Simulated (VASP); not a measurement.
Level of theory: optB88-vdW, VASP's PBE PAW potentials (set 64) (plane waves; VASP 6.6.1).

VASP input:

File KPOINTS:
```
K-points
0
Gamma
  7 7 5
```

INCAR:
```
AGGAC = 0.0
ALGO = Normal
EDIFF = 1E-7
EDIFFG = -0.01
ENCUT = 520
GGA = BO
IBRION = 2
ISIF = 4
ISMEAR = 0
LASPH = .TRUE.
LCHARG = .FALSE.
LMAXMIX = 6
LREAL = .FALSE.
LUSE_VDW = .TRUE.
LWAVE = .FALSE.
NELM = 100
NSW = 30
PARAM1 = 0.1833333333
PARAM2 = 0.22
PREC = Accurate
SIGMA = 0.05
SYSTEM = PtS2
```

### POSCAR
```
PtS2
1.0
  1.8350973190  -3.1784818689   0.0000000000
  1.8350973190   3.1784818689   0.0000000000
  0.0000000000   0.0000000000   5.1517815712
Pt S
1 2
direct
  0.0000000000   0.0000000000   0.0000000000
  0.3333330000   0.6666670000   0.2440870310
  0.6666670000   0.3333330000   0.7559129690
```

POTCAR, in this order: Pt S (PBE.64 set). Program: vasp_std.

The run wrote:

### OUTCAR
```
 ion  position               nearest neighbor table
   1  0.000  0.000  0.000-   2 2.46   3 2.46   3 2.46   2 2.46   3 2.46   2 2.46
   2  0.333  0.667  0.244-   1 2.46   1 2.46   1 2.46
   3  0.667  0.333  0.756-   1 2.46   1 2.46   1 2.46
  LATTYP: Found a hexagonal cell.
 ALAT       =     3.6701947034
 C/A-ratio  =     1.4036807274
 Subroutine PRICEL returns:
 Original cell was already a primitive cell.
 Subroutine GETGRP returns: Found 12 space group operations
The static configuration has the point symmetry D_3d.
The dynamic configuration has the point symmetry D_3d.
 Subroutine INISYM returns: Found 12 space group operations
 Subroutine IBZKPT returns following result:
 Found     32 irreducible k-points:

 Following reciprocal coordinates:
            Coordinates               Weight
  0.000000  0.000000  0.000000      1.000000
  0.142857  0.000000  0.000000      6.000000
  0.285714  0.000000  0.000000      6.000000
  0.428571  0.000000  0.000000      6.000000
  0.142857  0.142857  0.000000      6.000000
  0.285714  0.142857  0.000000     12.000000
  0.428571  0.142857  0.000000      6.000000
...
```

### OSZICAR
```
       N       E                     dE             d eps       ncg     rms          rms(c)
DAV:   1     0.123374592437E+03    0.12337E+03   -0.10460E+04   960   0.130E+03
DAV:   2    -0.548738607003E+01   -0.12886E+03   -0.12578E+03  1255   0.244E+02
DAV:   3    -0.109506291330E+02   -0.54632E+01   -0.54332E+01  1219   0.545E+01
DAV:   4    -0.110132035550E+02   -0.62574E-01   -0.62562E-01  1198   0.642E+00
DAV:   5    -0.110144738513E+02   -0.12703E-02   -0.12703E-02  1254   0.879E-01    0.146E+01
DAV:   6    -0.100712756220E+02    0.94320E+00   -0.82934E+00   967   0.300E+01    0.112E+01
DAV:   7    -0.969893179453E+01    0.37234E+00   -0.16577E+00   960   0.141E+01    0.490E+00
DAV:   8    -0.969651692936E+01    0.24149E-02   -0.14583E-01  1065   0.266E+00    0.152E+00
DAV:   9    -0.969020801882E+01    0.63089E-02   -0.18527E-02  1072   0.157E+00    0.337E-01
DAV:  10    -0.969033638367E+01   -0.12836E-03   -0.27049E-03  1135   0.373E-01    0.678E-02
DAV:  11    -0.969036196939E+01   -0.25586E-04   -0.84229E-05  1279   0.924E-02    0.257E-02
DAV:  12    -0.969036293591E+01   -0.96652E-06   -0.72106E-06  1128   0.241E-02    0.107E-02
DAV:  13    -0.969036255527E+01    0.38064E-06   -0.25384E-06  1135   0.132E-02    0.381E-03
DAV:  14    -0.969036251947E+01    0.35802E-07   -0.19829E-07   910   0.491E-03
   1 F= -.96903625E+01 E0= -.96903625E+01  d E =-.969036E+01
       N       E                     dE             d eps       ncg     rms          rms(c)
DAV:   1    -0.972446127961E+01   -0.34099E-01   -0.31909E+00   960   0.113E+01    0.130E+00
DAV:   2    -0.972811021250E+01   -0.36489E-02   -0.13942E-01  1135   0.295E+00    0.508E-01
DAV:   3    -0.972590387582E+01    0.22063E-02   -0.45881E-03  1431   0.599E-01    0.268E-01
DAV:   4    -0.972527787010E+01    0.62601E-03   -0.38838E-03  1058   0.418E-01    0.100E-01
DAV:   5    -0.972528590885E+01   -0.80388E-05   -0.56360E-04  1093   0.189E-01    0.550E-02
DAV:   6    -0.972529105809E+01   -0.51492E-05   -0.65185E-05  1269   0.601E-02    0.207E-02
DAV:   7    -0.972529267646E+01   -0.16184E-05   -0.41507E-06  1184   0.174E-02    0.628E-03
DAV:   8    -0.972529306885E+01   -0.39239E-06   -0.78147E-07  1205   0.766E-03    0.271E-03
DAV:   9    -0.972529305768E+01    0.11171E-07   -0.22532E-07   760   0.367E-03
   2 F= -.97252931E+01 E0= -.97252931E+01  d E =-.349305E-01
       N       E                     dE             d eps       ncg     rms          rms(c)
DAV:   1    -0.974447666690E+01   -0.19184E-01   -0.59271E+00   960   0.154E+01    0.191E+00
DAV:   2    -0.975074548243E+01   -0.62688E-02   -0.25919E-01  1170   0.404E+00    0.726E-01
DAV:   3    -0.974648902070E+01    0.42565E-02   -0.88335E-03  1455   0.824E-01    0.382E-01
DAV:   4    -0.974525231268E+01    0.12367E-02   -0.76719E-03  1107   0.578E-01    0.139E-01
DAV:   5    -0.974526807486E+01   -0.15762E-04   -0.10559E-03  1093   0.250E-01    0.742E-02
DAV:   6    -0.974527735632E+01   -0.92815E-05   -0.11448E-04  1276   0.784E-02    0.276E-02
DAV:   7    -0.974528012880E+01   -0.27725E-05   -0.88849E-06  1230   0.239E-02    0.815E-03
DAV:   8    -0.974528091734E+01   -0.78855E-06   -0.15029E-06  1184   0.103E-02    0.450E-03
DAV:   9    -0.974528089282E+01    0.24519E-07   -0.27688E-07   817   0.388E-03
   3 F= -.97452809E+01 E0= -.97452809E+01  d E =-.549184E-01
       N       E                     dE             d eps       ncg     rms          rms(c)
DAV:   1    -0.974542264103E+01   -0.14172E-03   -0.54497E-02   960   0.147E+00    0.168E-01
DAV:   2    -0.974546162640E+01   -0.38985E-04   -0.23765E-03  1177   0.389E-01    0.677E-02
DAV:   3    -0.974542113035E+01    0.40496E-04   -0.95032E-05  1418   0.844E-02    0.363E-02
DAV:   4    -0.974541276888E+01    0.83615E-05   -0.60746E-05  1107   0.519E-02    0.115E-02
DAV:   5    -0.974541292421E+01   -0.15533E-06   -0.88449E-06  1086   0.230E-02    0.832E-03
DAV:   6    -0.974541311841E+01   -0.19420E-06   -0.93928E-07  1268   0.727E-03    0.277E-03
DAV:   7    -0.974541312905E+01   -0.10646E-07   -0.54326E-08   634   0.202E-03
   4 F= -.97454131E+01 E0= -.97454131E+01  d E =-.550506E-01
       N       E                     dE             d eps       ncg     rms          rms(c)
DAV:   1    -0.976413315272E+01   -0.18720E-01   -0.74187E-01   974   0.626E+00    0.805E-01
DAV:   2    -0.975227552797E+01    0.11858E-01   -0.39477E-02  1051   0.176E+00    0.413E-01
DAV:   3    -0.975019776020E+01    0.20778E-02   -0.60205E-03  1163   0.701E-01    0.172E-01
DAV:   4    -0.974957790258E+01    0.61986E-03   -0.19996E-03  1093   0.315E-01    0.940E-02
DAV:   5    -0.974955511937E+01    0.22783E-04   -0.20340E-04  1205   0.108E-01    0.288E-02
DAV:   6    -0.974955756768E+01   -0.24483E-05   -0.24561E-05  1260   0.394E-02    0.150E-02
DAV:   7    -0.974955847687E+01   -0.90919E-06   -0.31368E-06  1163   0.178E-02    0.651E-03
DAV:   8    -0.974955867857E+01   -0.20171E-06   -0.51723E-07  1051   0.687E-03    0.220E-03
DAV:   9    -0.974955868079E+01   -0.22180E-08   -0.36042E-08   557   0.172E-03
   5 F= -.97495587E+01 E0= -.97495587E+01  d E =-.414555E-02
       N       E                     dE             d eps       ncg     rms          rms(c)
DAV:   1    -0.975545487133E+01   -0.58962E-02   -0.26764E-01   967   0.376E+00    0.479E-01
DAV:   2    -0.975120786244E+01    0.42470E-02   -0.14123E-02  1058   0.105E+00    0.246E-01
DAV:   3    -0.975046269171E+01    0.74517E-03   -0.21638E-03  1170   0.421E-01    0.103E-01
DAV:   4    -0.975024107046E+01    0.22162E-03   -0.70979E-04  1086   0.188E-01    0.562E-02
DAV:   5    -0.975023260393E+01    0.84665E-05   -0.73804E-05  1233   0.646E-02    0.172E-02
DAV:   6    -0.975023346047E+01   -0.85654E-06   -0.86699E-06  1253   0.236E-02    0.904E-03
DAV:   7    -0.975023375805E+01   -0.29758E-06   -0.11513E-06  1156   0.108E-02    0.384E-03
DAV:   8    -0.975023380910E+01   -0.51047E-07   -0.17492E-07   782   0.410E-03
   6 F= -.97502338E+01 E0= -.97502338E+01  d E =-.482068E-02
```

**OUTCAR**
```
------------------------ aborting loop because EDIFF is reached ----------------------------------------
  FORCE on cell =-STRESS in cart. coord.  units (eV):
  Direction    XX          YY          ZZ          XY          YZ          ZX
  --------------------------------------------------------------------------------------
  Total       -0.4128662     -0.4128662     -0.4192457      0.0000000      0.0000000     -0.0000000
  in kB      -11.0066115    -11.0066119    -11.1766819      0.0000000      0.0000000     -0.0000000
  external PRESSURE =     -11.0633018 kB  Pullay stress =       0.0000000 kB
  volume of cell :       60.10
      direct lattice vectors                 reciprocal lattice vectors
     1.798123491 -3.114441298 -0.000000000     0.278067665 -0.160542438  0.000000000
     1.798123491  3.114441298  0.000000000     0.278067665  0.160542438 -0.000000000
    -0.000000000  0.000000000  5.365826376     0.000000000 -0.000000000  0.186364584
 POSITION                                       TOTAL-FORCE (eV/Angst)
 -----------------------------------------------------------------------------------
      3.59625      0.00000      5.36583         0.000000     -0.000000      0.000000
      1.79812      1.03815      1.24184        -0.000000      0.000000      0.006792
      1.79812     -1.03815      4.12399         0.000000      0.000000     -0.006792
 -----------------------------------------------------------------------------------
    total drift:                               -0.000000      0.000000      0.000000
  FREE ENERGIE OF THE ION-ELECTRON SYSTEM (eV)
  ---------------------------------------------------
  free  energy   TOTEN  =        -9.7502338091 eV

  energy  without entropy=       -9.7502338091  energy(sigma->0) =       -9.75023381

 reached required accuracy - stopping structural energy minimisation
```
(Selected blocks of OUTCAR.)

**CONTCAR**
```
PtS2
   1.00000000000000
     1.7981234914215043   -3.1144412981666934   -0.0000000000000000
     1.7981234914215043    3.1144412981666934    0.0000000000000000
    -0.0000000000000000    0.0000000000000000    5.3658263756708173
  Pt              S
     1     2
Direct
     1.0000000000000000    1.0000000000000000    1.0000000000000000
     0.3333330000000032    0.6666669999999968    0.2314341671128309
     0.6666669999999968    0.3333330000000032    0.7685658328871692
```

**OUTCAR**
```
 val. band max:        5.2329408638   @ k =   0.0000   0.1429   0.2000

 cond. band min:       6.1167568884   @ k =   0.0000   0.2857   0.4000


 Fermi energy:         5.4985354312

 k-point     1 :       0.0000    0.0000    0.0000
  band No.  band energies     occupation
      1      -9.2807      2.00000
      2      -6.8500      2.00000
      3      -0.9134      2.00000
      4      -0.6947      2.00000
      5      -0.6947      2.00000
      6       1.9007      2.00000
      7       1.9007      2.00000
      8       3.5340      2.00000
      9       4.4190      2.00000
     10       4.4190      2.00000
     11       5.1902      2.00000
     12       7.5066      0.00000
     13       7.5066      0.00000
     14      10.3778      0.00000
     15      10.4466      0.00000

 k-point     2 :       0.1429    0.0000    0.0000
  band No.  band energies     occupation
      1      -9.0447      2.00000
      2      -6.9332      2.00000
      3      -0.6814      2.00000
      4      -0.5490      2.00000
      5      -0.5455      2.00000
      6       1.5075      2.00000
      7       1.7348      2.00000
      8       3.0057      2.00000
      9       4.2780      2.00000
     10       4.4211      2.00000
     11       5.1401      2.00000
     12       6.8942      0.00000
     13       7.3733      0.00000
     14      11.2678      0.00000
     15      11.4115      0.00000

 k-point     3 :       0.2857    0.0000    0.0000
  band No.  band energies     occupation
      1      -8.4269      2.00000
      2      -7.1232      2.00000
      3      -0.4750      2.00000
      4      -0.2547      2.00000
      5       0.1674      2.00000
      6       0.4243      2.00000
      7       1.6323      2.00000
      8       2.5252      2.00000
      9       3.8097      2.00000
     10       3.9727      2.00000
     11       4.3103      2.00000
     12       6.8355      0.00000
     13       7.4482      0.00000
     14      10.8699      0.00000
     15      12.6338      0.00000
...
```

Unless said otherwise, spin-orbit coupling is left out, though it shifts the bands of the heavy elements here.

The compound is PtS2 in the 1T layered structure. This cell is one point of a volume scan, at 1.06 of the reference volume. Symmetry was kept, so distortions that lower it aren't found.
